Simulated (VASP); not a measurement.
# TaSi2 with PBEsol: from relaxation to properties, part 3 of 4

Aim: relax TaSi2, then compute properties on the relaxed cell. The start is a cell from a database of measured crystal structures.

VASP 6.6.1; PBEsol; plane waves and PAW (Ta_pv, Si).

Still holding for the runs below: This run has no spin polarisation. Its electron count is odd, so without a moment it is a metal by construction.

So far. Step 3 (Single point with fields (PBEsol)): In this run the pressure is 0.04 GPa, small enough to go on. Step 4 (Band structure (PBEsol)): There is no gap at this level. The relaxed cell has a = 4.758, c = 6.568 Å (conventional setting).

The database entry behind the starting cell has ideal inner coordinates that were not refined, so it need not match the best structure at ambient conditions.

### Step 5. Total and projected DOS (PBEsol)

A density of states needs more k-points than a total energy; ISMEAR = -5 takes tetrahedra, and LORBIT projects the states on the PAW spheres. The mesh is finer than in the run before.

Contents of INCAR:

```
SYSTEM = TaSi2
PREC = Accurate
ENCUT = 400
EDIFF = 1E-06
NELM = 100
ISMEAR = -5
SIGMA = 0.05
LREAL = .FALSE.
ALGO = Normal
GGA = PS
NBANDS = 50
LASPH = .TRUE.
LORBIT = 11
LWAVE = .FALSE.
LCHARG = .FALSE.
KPAR = 8
NEDOS = 2001
```

Contents of POSCAR:

```
TaSi2
1.0
    4.7575657800      0.0000000000      0.0000000000
   -2.3787828900      4.1201728257      0.0000000000
    0.0000000000      0.0000000000      6.5684782751
Ta Si
3 6
Direct
    0.5000000000      0.0000000000      0.5000000000
    0.5000000000      0.5000000000      0.8333333333
    0.0000000000      0.5000000000      0.1666666667
    0.1594184982      0.3188369964      0.5000000000
    0.8405815018      0.1594184982      0.8333333333
    0.6811630036      0.8405815018      0.1666666667
    0.8405815018      0.6811630036      0.5000000000
    0.1594184982      0.8405815018      0.8333333333
    0.3188369964      0.1594184982      0.1666666667
```

Contents of KPOINTS:

```
Automatic mesh
0
Gamma
10 10 6
0 0 0
```

PAW data sets: Ta_pv and Si (PBE family, release 64).

Launch:

```sh
$ mpirun -np 8 vasp_std
```

Log:

```text
[... set-up lines as in an earlier step ...]
 entering main loop
       N       E                     dE             d eps       ncg     rms          rms(c)
DAV:   1     0.336828344486E+03    0.33683E+03   -0.23015E+04  5616   0.878E+02
DAV:   2    -0.631596172754E+02   -0.39999E+03   -0.38319E+03  6314   0.267E+02
DAV:   3    -0.794544526977E+02   -0.16295E+02   -0.15981E+02  7010   0.520E+01
DAV:   4    -0.796531420629E+02   -0.19869E+00   -0.19805E+00  6816   0.593E+00
DAV:   5    -0.796555620306E+02   -0.24200E-02   -0.24193E-02  6992   0.669E-01    0.328E+01
DAV:   6    -0.776522221277E+02    0.20033E+01   -0.39932E+00  6774   0.943E+00    0.152E+01
DAV:   7    -0.773833098287E+02    0.26891E+00   -0.53294E-01  6556   0.294E+00    0.430E+00
DAV:   8    -0.773568058027E+02    0.26504E-01   -0.39935E-02  7060   0.729E-01    0.572E-01
DAV:   9    -0.773558792738E+02    0.92653E-03   -0.27899E-03  6638   0.228E-01    0.273E-01
DAV:  10    -0.773557437386E+02    0.13554E-03   -0.38858E-04  6948   0.904E-02    0.527E-02
DAV:  11    -0.773557324187E+02    0.11320E-04   -0.28885E-05  6614   0.238E-02    0.127E-02
DAV:  12    -0.773557303386E+02    0.20801E-05   -0.33658E-06  6070   0.736E-03    0.246E-03
DAV:  13    -0.773557297504E+02    0.58816E-06   -0.22112E-07  3506   0.202E-03
   1 F= -.77355730E+02 E0= -.77355730E+02  d E =0.000000E+00
 -----------------------------------------------------------------------------
|                                                                             |
|           W    W    AA    RRRRR   N    N  II  N    N   GGGG   !!!           |
|           W    W   A  A   R    R  NN   N  II  NN   N  G    G  !!!           |
|           W    W  A    A  R    R  N N  N  II  N N  N  G       !!!           |
|           W WW W  AAAAAA  RRRRR   N  N N  II  N  N N  G  GGG   !            |
|           WW  WW  A    A  R   R   N   NN  II  N   NN  G    G                |
|           W    W  A    A  R    R  N    N  II  N    N   GGGG   !!!           |
|                                                                             |
|     Tetrahedron method does not include variations of the Fermi             |
|     occupations, so forces and stress will be inaccurate. We suggest        |
|     using a different smearing scheme ISMEAR = 1 or 2 for metals in         |
|     relaxations.                                                            |
|                                                                             |
 -----------------------------------------------------------------------------
```

Wall time 17 s (8 MPI ranks of Intel Xeon 6975P-C (Granite Rapids), shared host); peak memory 2.7 GiB.

OUTCAR, selected parts (step 5):

```text
   k-points           NKPTS =     56   k-points in BZ     NKDIM =     56   number of bands    NBANDS=     50

   NELECT =      57.0000    total number of electrons

 E-fermi :   9.3737

 k-point     1 :       0.0000    0.0000    0.0000
  band No.  band energies     occupation
    ...
     25       6.8809      2.00000
     26       7.0048      2.00000
     27       7.1737      2.00000
     28       7.1737      2.00000
     29       7.9120      2.00000
     30      10.0754      0.00000
     31      12.4132      0.00000
     32      12.4132      0.00000
     33      12.8885      0.00000
     34      13.0022      0.00000
    ...

  Total        0.3213193      0.3213193     -0.4286457      0.0000000     -0.0000000      0.0000000
  in kB        3.9983645      3.9983645     -5.3338894      0.0000000     -0.0000000      0.0000000
  external PRESSURE =       0.8876132 kB  Pullay stress =       0.0000000 kB

 POSITION                                       TOTAL-FORCE (eV/Angst)
 -----------------------------------------------------------------------------------
      2.37878      0.00000      3.28424         0.000000      0.000000      0.000000
      1.18939      2.06009      5.47373         0.000000      0.000000      0.000000
     -1.18939      2.06009      1.09475         0.000000      0.000000      0.000000
     -0.00000      1.31366      3.28424        -0.000000     -0.017138      0.000000
      3.61990      0.65683      5.47373         0.014842     -0.008569     -0.000000
      1.24112      3.46334      1.09475         0.014842      0.008569      0.000000
      2.37878      2.80651      3.28424         0.000000      0.017138      0.000000
     -1.24112      3.46334      5.47373        -0.014842      0.008569      0.000000
      1.13767      0.65683      1.09475        -0.014842     -0.008569     -0.000000
 -----------------------------------------------------------------------------------
    total drift:                               -0.000000      0.000000      0.000000

  FREE ENERGIE OF THE ION-ELECTRON SYSTEM (eV)
  ---------------------------------------------------
  free  energy   TOTEN  =       -77.3557297504 eV

  energy  without entropy=      -77.3557297504  energy(sigma->0) =      -77.35572975

[... 7 parts as in an earlier step ...]

[... 9 further parts left out ...]
```

With tetrahedra the forces and stress of a metal are not exact derivatives of the energy.

Numbers from this step:

```yaml
irreducible_k_points: 56
free_energy_toten: -77.3557 eV
fermi_energy: 9.374 eV
pressure: 0.08876 GPa
dos_at_the_fermi_level: 3.320 states/eV/cell
```

The density of states has structure finer than the step of the table below, so its rows give means over 0.5 eV, whole bins alone (the curve runs from -12.0 to 2.91 eV). Peaks (eV: height): total -2.72: 11.2, -2.08: 16.3, 2.34: 8.41, 2.70: 8.30; Ta d -2.29: 3.97, -2.08: 5.37, 2.34: 3.33, 2.70: 3.00; Si p -5.71: 0.991, -5.28: 1.47, -2.72: 2.03, -2.08: 2.54; Si s -10.34: 0.703, -8.84: 0.948, -7.77: 1.07, -7.06: 0.869; Ta p -5.28: 0.164, -4.64: 0.124, -2.72: 0.430, -2.08: 0.517.

States under -12.0 eV and over 2.9 eV are left out. Density of states against energy, zero at the Fermi level; means over each step; values in states/eV/cell:

| energy (eV) | total | Ta d | Si p | Si s | Ta p | Ta s |
| --- | --- | --- | --- | --- | --- | --- |
| -11.5 | 1.55 | 0.0166 | 0.0525 | 0.525 | 0.0385 | 0.0683 |
| -11.0 | 1.28 | 0.0205 | 0.0535 | 0.430 | 0.0362 | 0.0428 |
| -10.5 | 1.72 | 0.0420 | 0.0843 | 0.552 | 0.0470 | 0.0593 |
| -10.0 | 1.97 | 0.0700 | 0.105 | 0.632 | 0.0557 | 0.0473 |
| -9.5 | 2.03 | 0.103 | 0.135 | 0.614 | 0.0472 | 0.0483 |
| -9.0 | 2.66 | 0.170 | 0.197 | 0.767 | 0.0511 | 0.0717 |
| -8.5 | 1.62 | 0.125 | 0.124 | 0.462 | 0.0280 | 0.0377 |
| -8.0 | 2.38 | 0.183 | 0.184 | 0.680 | 0.0466 | 0.0685 |
| -7.5 | 2.13 | 0.174 | 0.167 | 0.586 | 0.0432 | 0.0762 |
| -7.0 | 2.74 | 0.237 | 0.228 | 0.723 | 0.0675 | 0.0924 |
| -6.5 | 1.53 | 0.152 | 0.200 | 0.273 | 0.0301 | 0.0695 |
| -6.0 | 2.51 | 0.275 | 0.486 | 0.164 | 0.0518 | 0.131 |
| -5.5 | 4.06 | 0.501 | 0.812 | 0.267 | 0.0891 | 0.148 |
| -5.0 | 2.81 | 0.371 | 0.538 | 0.194 | 0.0761 | 0.116 |
| -4.5 | 3.59 | 0.564 | 0.681 | 0.197 | 0.0949 | 0.138 |
| -4.0 | 3.16 | 0.558 | 0.559 | 0.215 | 0.0778 | 0.117 |
| -3.5 | 3.74 | 0.708 | 0.678 | 0.237 | 0.115 | 0.0809 |
| -3.0 | 5.66 | 1.35 | 0.990 | 0.214 | 0.202 | 0.0766 |
| -2.5 | 9.00 | 2.59 | 1.57 | 0.151 | 0.306 | 0.0378 |
| -2.0 | 8.96 | 2.87 | 1.42 | 0.103 | 0.293 | 0.0217 |
| -1.5 | 4.55 | 1.67 | 0.634 | 0.0854 | 0.0896 | 0.00865 |
| -1.0 | 2.51 | 1.07 | 0.307 | 0.0479 | 0.0213 | 0.00333 |
| -0.5 | 1.74 | 0.793 | 0.187 | 0.0345 | 0.0124 | 0.00192 |
| 0.0 | 3.25 | 1.54 | 0.325 | 0.0580 | 0.0335 | 0.00898 |
| 0.5 | 1.98 | 0.991 | 0.142 | 0.0441 | 0.0173 | 0.00636 |
| 1.0 | 2.16 | 1.06 | 0.161 | 0.0903 | 0.0223 | 0.0103 |
| 1.5 | 2.98 | 0.898 | 0.436 | 0.334 | 0.0361 | 0.0612 |
| 2.0 | 4.72 | 1.54 | 0.649 | 0.363 | 0.0479 | 0.102 |
| 2.5 | 6.73 | 2.50 | 0.739 | 0.404 | 0.0688 | 0.167 |

The finer mesh and the other smearing move the Fermi level by -0.02 eV from the 7×7×4 run, a small shift, which tests the Fermi level alone. Of the states within 0.3 eV of the Fermi level, the largest shares in the PAW spheres are Ta d 47 % and Si p 10 %. The rest lies in smaller channels or between the spheres.

### Step 6. Vibrations at Γ (PBEsol)

Zone-centre modes test whether the atoms sit at a minimum within this cell. IBRION = 8 takes the force constants from linear response, which needs tightly converged orbitals.

Contents of INCAR:

```
SYSTEM = TaSi2
PREC = Accurate
ENCUT = 400
EDIFF = 1E-08
NELM = 100
ISMEAR = 1
SIGMA = 0.2
LREAL = .FALSE.
ALGO = Normal
GGA = PS
NBANDS = 37
LASPH = .TRUE.
LORBIT = 11
LWAVE = .FALSE.
LCHARG = .FALSE.
KPAR = 8
IBRION = 8
ISIF = 2
```

POSCAR is that of step 5.

Contents of KPOINTS:

```
Automatic mesh
0
Gamma
7 7 5
0 0 0
```

Launch:

```sh
$ mpirun -np 8 vasp_std
```

Log:

```text
[... set-up lines as in an earlier step ...]
 entering main loop
       N       E                     dE             d eps       ncg     rms          rms(c)
DAV:   1     0.329147687843E+03    0.32915E+03   -0.24442E+04  1792   0.119E+03
DAV:   2    -0.640209372949E+02   -0.39317E+03   -0.38419E+03  2072   0.327E+02
DAV:   3    -0.793911822205E+02   -0.15370E+02   -0.15104E+02  2248   0.596E+01
DAV:   4    -0.796442082640E+02   -0.25303E+00   -0.25183E+00  2256   0.780E+00
DAV:   5    -0.796482447897E+02   -0.40365E-02   -0.40334E-02  2207   0.973E-01    0.328E+01
DAV:   6    -0.776583217796E+02    0.19899E+01   -0.73383E+00  2222   0.127E+01    0.152E+01
DAV:   7    -0.773880288990E+02    0.27029E+00   -0.53129E-01  2216   0.373E+00    0.421E+00
DAV:   8    -0.773614875410E+02    0.26541E-01   -0.43521E-02  2265   0.956E-01    0.473E-01
DAV:   9    -0.773606821737E+02    0.80537E-03   -0.27515E-03  2280   0.293E-01    0.238E-01
DAV:  10    -0.773605821146E+02    0.10006E-03   -0.37191E-04  2212   0.111E-01    0.564E-02
DAV:  11    -0.773605686336E+02    0.13481E-04   -0.37059E-05  2256   0.316E-02    0.102E-02
DAV:  12    -0.773605673763E+02    0.12573E-05   -0.30356E-06  2280   0.838E-03    0.349E-03
DAV:  13    -0.773605668149E+02    0.56142E-06   -0.30880E-07  2264   0.251E-03    0.141E-03
DAV:  14    -0.773605666994E+02    0.11548E-06   -0.30817E-08  1656   0.901E-04    0.412E-04
DAV:  15    -0.773605666882E+02    0.11255E-07   -0.22875E-09  1264   0.276E-04    0.243E-04
DAV:  16    -0.773605666846E+02    0.35179E-08   -0.38529E-10  1233   0.108E-04
   1 F= -.77360567E+02 E0= -.77359211E+02  d E =-.406722E-02
 Linear response reoptimize wavefunctions to high precision
DAV:   1    -0.773605666848E+02   -0.19281E-09   -0.83864E-11  1233   0.533E-05
DAV:   2    -0.773605666849E+02   -0.60027E-10   -0.19958E-11  1233   0.237E-05
 Linear response DOF=           6
 Linear response progress:
  Degree of freedom:   1/  6
       N       E                     dE             d eps       ncg     rms          rms(c)
RMM:   1    -0.149472494332E+00   -0.14947E+00    0.13620E+01  5397   0.204E+01
RMM:   2    -0.185167365721E+00   -0.35695E-01   -0.45096E-02  8556   0.122E+00    0.133E-01
RMM:   3    -0.185212961676E+00   -0.45596E-04   -0.43594E-03 10426   0.219E-01    0.714E-02
RMM:   4    -0.184775841477E+00    0.43712E-03   -0.68338E-04 10274   0.108E-01    0.185E-02
RMM:   5    -0.184678035828E+00    0.97806E-04   -0.33874E-05 10957   0.277E-02    0.111E-02
RMM:   6    -0.184578089886E+00    0.99946E-04    0.98351E-06 11094   0.101E-02    0.234E-03
RMM:   7    -0.184566400989E+00    0.11689E-04    0.42352E-06 11032   0.415E-03    0.682E-04
RMM:   8    -0.184564434173E+00    0.19668E-05    0.24277E-06 11434   0.193E-03    0.311E-04
RMM:   9    -0.184564132928E+00    0.30125E-06    0.18091E-06 11878   0.106E-03    0.173E-04
RMM:  10    -0.184564791951E+00   -0.65902E-06    0.10070E-06 11439   0.657E-04    0.473E-05
RMM:  11    -0.184564856103E+00   -0.64152E-07    0.64652E-07 12024   0.462E-04    0.195E-05
RMM:  12    -0.184564927010E+00   -0.70907E-07    0.26079E-07 12156   0.358E-04    0.997E-06
RMM:  13    -0.184564992007E+00   -0.64997E-07    0.30103E-07 12343   0.297E-04    0.524E-06
RMM:  14    -0.184565048684E+00   -0.56677E-07    0.18751E-07 12481   0.261E-04    0.174E-06
RMM:  15    -0.184565068028E+00   -0.19344E-07    0.17795E-07 12838   0.237E-04    0.789E-07
RMM:  16    -0.184565077232E+00   -0.92035E-08    0.13982E-07 12882   0.223E-04    0.530E-07
RMM:  17    -0.184565081575E+00   -0.43435E-08    0.15328E-07 12968   0.215E-04    0.509E-07
RMM:  18    -0.184565085350E+00   -0.37748E-08    0.13449E-07 12997   0.209E-04    0.469E-07
RMM:  19    -0.184565085286E+00    0.63484E-10    0.13887E-07 12960   0.205E-04    0.861E-07
RMM:  20    -0.184565082699E+00    0.25878E-08    0.12735E-07 13140   0.203E-04    0.146E-06
RMM:  21    -0.184565083246E+00   -0.54715E-09    0.12594E-07 13152   0.202E-04    0.162E-06
RMM:  22    -0.184565083780E+00   -0.53402E-09    0.11321E-07 13217   0.201E-04    0.171E-06
RMM:  23    -0.184565085170E+00   -0.13905E-08    0.11438E-07 13315   0.200E-04    0.166E-06
 first order change of Fermi-energy   0.46642E-04
 force on displaced ion       1 direction 1 : -19.000   0.000  -0.000
 Linear response progress:
  Degree of freedom:   2/  6
       N       E                     dE             d eps       ncg     rms          rms(c)
RMM:   1    -0.157749351893E+00   -0.15775E+00    0.12726E+01  5442   0.196E+01
RMM:   2    -0.191515916461E+00   -0.33767E-01   -0.45265E-02  8643   0.121E+00    0.108E-01
RMM:   3    -0.191642040688E+00   -0.12612E-03   -0.47337E-03 10514   0.216E-01    0.611E-02
RMM:   4    -0.191218101517E+00    0.42394E-03   -0.59835E-04 10547   0.925E-02    0.177E-02
RMM:   5    -0.191115223269E+00    0.10288E-03   -0.65086E-05 11061   0.245E-02    0.953E-03
RMM:   6    -0.191024785552E+00    0.90438E-04   -0.13181E-05 11585   0.102E-02    0.220E-03
RMM:   7    -0.191010709711E+00    0.14076E-04   -0.51341E-06 11235   0.410E-03    0.644E-04
RMM:   8    -0.191008768880E+00    0.19408E-05   -0.14995E-06 11816   0.205E-03    0.259E-04
RMM:   9    -0.191009080777E+00   -0.31190E-06   -0.98194E-07 12161   0.111E-03    0.160E-04
RMM:  10    -0.191009910160E+00   -0.82938E-06   -0.32451E-07 11352   0.698E-04    0.425E-05
RMM:  11    -0.191010023675E+00   -0.11351E-06   -0.31602E-07 12348   0.482E-04    0.130E-05
RMM:  12    -0.191010018947E+00    0.47275E-08   -0.76165E-08 12456   0.369E-04    0.981E-06
 first order change of Fermi-energy  -0.24855E-03
 force on displaced ion       1 direction 2 :  -0.000 -13.121   0.000
 Linear response progress:
  Degree of freedom:   3/  6
       N       E                     dE             d eps       ncg     rms          rms(c)
RMM:   1    -0.165079935952E+00   -0.16508E+00    0.13056E+01  5608   0.203E+01
RMM:   2    -0.200717843360E+00   -0.35638E-01   -0.45708E-02  8958   0.123E+00    0.138E-01
RMM:   4    -0.200232423356E+00    0.26758E-03   -0.60873E-04 11044   0.932E-02    0.351E-02
RMM:   5    -0.200086018138E+00    0.14641E-03   -0.10346E-04 11258   0.393E-02    0.149E-02
RMM:   6    -0.199996008331E+00    0.90010E-04   -0.25821E-05 11786   0.169E-02    0.582E-03
RMM:   7    -0.199967817271E+00    0.28191E-04   -0.80508E-06 10947   0.660E-03    0.231E-03
RMM:   8    -0.199950625510E+00    0.17192E-04   -0.35625E-06 11439   0.331E-03    0.397E-04
RMM:   9    -0.199948948588E+00    0.16769E-05   -0.20649E-06 12481   0.149E-03    0.198E-04
RMM:  10    -0.199949032000E+00   -0.83412E-07   -0.97271E-07 11827   0.765E-04    0.625E-05
RMM:  11    -0.199949182291E+00   -0.15029E-06   -0.55906E-07 12722   0.509E-04    0.362E-05
RMM:  12    -0.199949298428E+00   -0.11614E-06   -0.36539E-07 12600   0.374E-04    0.165E-05
RMM:  13    -0.199949395320E+00   -0.96892E-07   -0.23943E-07 12744   0.303E-04    0.504E-06
RMM:  14    -0.199949387391E+00    0.79288E-08   -0.17418E-07 13014   0.259E-04    0.499E-06
RMM:  15    -0.199949406779E+00   -0.19388E-07   -0.16404E-07 13106   0.234E-04    0.291E-06
RMM:  16    -0.199949434424E+00   -0.27646E-07   -0.12110E-07 13294   0.218E-04    0.145E-06
RMM:  17    -0.199949429545E+00    0.48799E-08   -0.11832E-07 13590   0.208E-04    0.975E-07
RMM:  18    -0.199949433662E+00   -0.41176E-08   -0.92886E-08 13550   0.202E-04    0.903E-07
 first order change of Fermi-energy   0.64064E-04
 force on displaced ion       1 direction 3 :   0.000   0.000 -18.043
 Linear response progress:
  Degree of freedom:   4/  6
       N       E                     dE             d eps       ncg     rms          rms(c)
RMM:   1    -0.251682599539E-01   -0.25168E-01    0.22961E-02 21505   0.855E-01
RMM:   2    -0.208549740684E-01    0.43133E-02   -0.29169E-03 14956   0.214E-01    0.102E-01
RMM:   3    -0.208648929261E-01   -0.99189E-05   -0.50613E-04 15180   0.842E-02    0.609E-02
RMM:   4    -0.209381694608E-01   -0.73277E-04   -0.12997E-04 15226   0.424E-02    0.264E-02
RMM:   5    -0.209770195413E-01   -0.38850E-04   -0.29348E-05 16361   0.197E-02    0.111E-02
RMM:   6    -0.209692189619E-01    0.78006E-05   -0.47505E-06 15499   0.990E-03    0.200E-03
RMM:   7    -0.209732738086E-01   -0.40548E-05   -0.85201E-07 15806   0.407E-03    0.109E-03
RMM:   8    -0.209712361313E-01    0.20377E-05   -0.14011E-07 17462   0.164E-03    0.406E-04
RMM:   9    -0.209712077267E-01    0.28405E-07    0.11146E-09 17550   0.474E-04    0.893E-05
RMM:  10    -0.209714434654E-01   -0.23574E-06   -0.10169E-08 16820   0.181E-04    0.392E-05
RMM:  11    -0.209715440252E-01   -0.10056E-06    0.19089E-09 18257   0.995E-05    0.159E-05
RMM:  12    -0.209715709369E-01   -0.26912E-07   -0.11593E-08 19233   0.677E-05    0.657E-06
RMM:  13    -0.209715746026E-01   -0.36657E-08   -0.21727E-08 20071   0.580E-05    0.266E-06
 first order change of Fermi-energy  -0.12439E-04
 force on displaced ion       4 direction 1 : -10.354   0.000  -2.376
 Linear response progress:
  Degree of freedom:   5/  6
       N       E                     dE             d eps       ncg     rms          rms(c)
RMM:   1    -0.243748288926E-01   -0.24375E-01    0.22057E-02 12719   0.772E-01
RMM:   2    -0.204136982320E-01    0.39611E-02   -0.24811E-03  8772   0.190E-01    0.847E-02
RMM:   3    -0.204662321235E-01   -0.52534E-04   -0.29960E-04  8851   0.624E-02    0.472E-02
RMM:   4    -0.205796617445E-01   -0.11343E-03   -0.13600E-04  9353   0.372E-02    0.124E-02
RMM:   5    -0.205727493551E-01    0.69124E-05   -0.12519E-05  9223   0.118E-02    0.488E-03
RMM:   6    -0.205711544562E-01    0.15949E-05   -0.27325E-06  9744   0.441E-03    0.194E-03
RMM:   7    -0.205721841087E-01   -0.10297E-05    0.11644E-07  9686   0.171E-03    0.633E-04
RMM:   8    -0.205707358316E-01    0.14483E-05   -0.48472E-08  9646   0.677E-04    0.189E-04
RMM:   9    -0.205714059315E-01   -0.67010E-06    0.27875E-09  9882   0.296E-04    0.636E-05
RMM:  10    -0.205715275635E-01   -0.12163E-06    0.14929E-08 10356   0.133E-04    0.181E-05
RMM:  11    -0.205715660739E-01   -0.38510E-07    0.43579E-08 11066   0.731E-05    0.776E-06
RMM:  12    -0.205715596132E-01    0.64608E-08   -0.11674E-08 11924   0.581E-05    0.309E-06
 first order change of Fermi-energy   0.41689E-01
 force on displaced ion       4 direction 2 :   0.000  -8.435  -0.000
 Linear response progress:
  Degree of freedom:   6/  6
       N       E                     dE             d eps       ncg     rms          rms(c)
RMM:   1    -0.294824518839E-01   -0.29482E-01    0.27472E-02 22224   0.905E-01
RMM:   2    -0.243275971988E-01    0.51549E-02   -0.34325E-03 14975   0.243E-01    0.139E-01
RMM:   3    -0.243250934639E-01    0.25037E-05   -0.97517E-04 15469   0.113E-01    0.894E-02
RMM:   4    -0.243392320092E-01   -0.14139E-04   -0.15982E-04 15545   0.494E-02    0.503E-02
RMM:   5    -0.244455436510E-01   -0.10631E-03   -0.64656E-05 16620   0.278E-02    0.987E-03
RMM:   6    -0.244337270063E-01    0.11817E-04   -0.86109E-06 15611   0.110E-02    0.326E-03
RMM:   7    -0.244318701623E-01    0.18568E-05   -0.10106E-06 16050   0.363E-03    0.140E-03
RMM:   8    -0.244305199813E-01    0.13502E-05   -0.14012E-07 16154   0.136E-03    0.321E-04
RMM:   9    -0.244308585972E-01   -0.33862E-06   -0.45320E-08 17039   0.454E-04    0.183E-04
RMM:  10    -0.244310357660E-01   -0.17717E-06    0.73391E-09 17983   0.196E-04    0.541E-05
RMM:  11    -0.244310998311E-01   -0.64065E-07    0.24874E-08 18577   0.971E-05    0.258E-05
RMM:  12    -0.244311148860E-01   -0.15055E-07    0.14168E-08 18794   0.746E-05    0.675E-06
RMM:  13    -0.244311151261E-01   -0.24009E-09    0.11644E-08 20350   0.629E-05    0.339E-06
 first order change of Fermi-energy  -0.24802E-04
 force on displaced ion       4 direction 3 :  -2.378   0.004 -12.315
 Linear response finished
```

It took 4.5 min on 8 MPI ranks; peak memory 6.7 GiB.

(Part 3 of 4 ends here.)

[Lines on the potential files, build, host, timing and source positions are cut from VASP's logs without a mark.]

[Logs are printed without paths, hosts, clocks, repeated set-up lines and the standing remarks that a program may print on its own settings, such as how far it seeks lower states.]

[Hosts, paths, dates, database ids (printed as entryN), source tags and the programs' standing remarks are cut or masked in the printed files.]

[A measured line is paired with the nearest computed mode of its activity, which favours agreement.]
